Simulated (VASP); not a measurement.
The system is Si2W.

```
Si W
1.0
    -1.60690    1.60690    3.91495
     1.60690   -1.60690    3.91495
     1.60690    1.60690   -3.91495
Si W
2 1
Direct
  0.33470 0.33470 0.00000
  0.66530 0.66530 0.00000
  0.00000 0.00000 0.00000
```

- Program: VASP 6.6.1
- Task: relaxation of cell and atoms
- Functional: PBE
- Potentials or basis: VASP PAW PBE potentials, release 64 (Si, W_sv)
- Cutoff: 700 eV
- k mesh: 18 × 18 × 18
- Occupations: gaussian, width 0.1 eV
- Spin: no spin polarisation

At the start: pressure 3.4 GPa; volume 13.48 Å³/atom.

How do energy, volume and symmetry change on relaxing?

Over 11 steps the energy falls by 2.1 meV/atom and the volume is 13.68 Å³/atom (+1.5 %); space group I4/mmm (No. 139, to 0.05 Å).

The path:
| step | energy change (eV) | largest force (eV/Å) | pressure (GPa) | volume (Å³) |
| --- | --- | --- | --- | --- |
| 1 | 0.0000 | 0.0627 | 3.44 | 40.44 |
| 2 | 0.0142 | 0.1044 | -5.65 | 42.15 |
| 3 | -0.0064 | 0.0003 | 0.00 | 41.04 |
| 4 | -0.0064 | 0.0009 | 0.05 | 41.03 |
| 5 | -0.0064 | 0.0009 | 0.05 | 41.03 |
| 6 | -0.0064 | 0.0006 | 0.04 | 41.03 |
| 7 | -0.0064 | 0.0008 | 0.05 | 41.03 |
| 8 | -0.0064 | 0.0008 | 0.05 | 41.03 |
| 9 | -0.0064 | 0.0009 | 0.05 | 41.03 |
| 10 | -0.0064 | 0.0011 | -0.06 | 41.05 |
| 11 | -0.0064 | 0.0002 | 0.00 | 41.04 |

Final structure:
```cif
data_structure
_symmetry_space_group_name_H-M 'P 1'
_symmetry_Int_Tables_number 1
_cell_length_a 4.5488
_cell_length_b 4.5488
_cell_length_c 4.5488
_cell_angle_alpha 138.410
_cell_angle_beta 138.410
_cell_angle_gamma 60.276
_cell_volume 41.04
loop_
_atom_site_label
_atom_site_type_symbol
_atom_site_fract_x
_atom_site_fract_y
_atom_site_fract_z
_atom_site_occupancy
Si1 Si 0.33456 0.33456 0.00000 1
Si2 Si 0.66544 0.66544 0.00000 1
W1 W 0.00000 0.00000 0.00000 1
```
